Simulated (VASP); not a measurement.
Input:

```xyz
4
Lattice="3.1027 0.0000 0.0000 -1.5513 2.6870 0.0000 0.0000 0.0000 7.6623" Properties=species:S:1:pos:R:3 pbc="T T T"
W      0.0000     0.0000     0.0000
W      0.0000     0.0000     3.8312
Se     0.0000     1.7913     1.9156
Se     1.5513     0.8957     5.7467
```

Level of theory: PBEsol GGA, VASP's PBE PAW potentials (set 64) (plane waves; VASP 6.6.1). Settings: 400 eV cut-off, 13×13×5 Γ-centred mesh, tetrahedra with Blöchl corrections, potentials W_sv Se.

Unless said otherwise, spin-orbit coupling is left out, though it shifts the bands of the heavy elements here.

Estimate the energy per atom (σ→0), band gap (on the k-mesh) with the smallest direct gap where there is one.

* **band gap (on the k-mesh)**: none (metal, semimetal or under 0.01 eV)
* **energy per atom (σ→0)**: -8.407 eV/atom

Total energies compare only between runs with the same potentials, cut-off and functional.

The structure was generated: WSe was put into the NiAs type type (P6_3/mmc), which need not be its known phase. It was relaxed first, which changed the volume by -42 %.
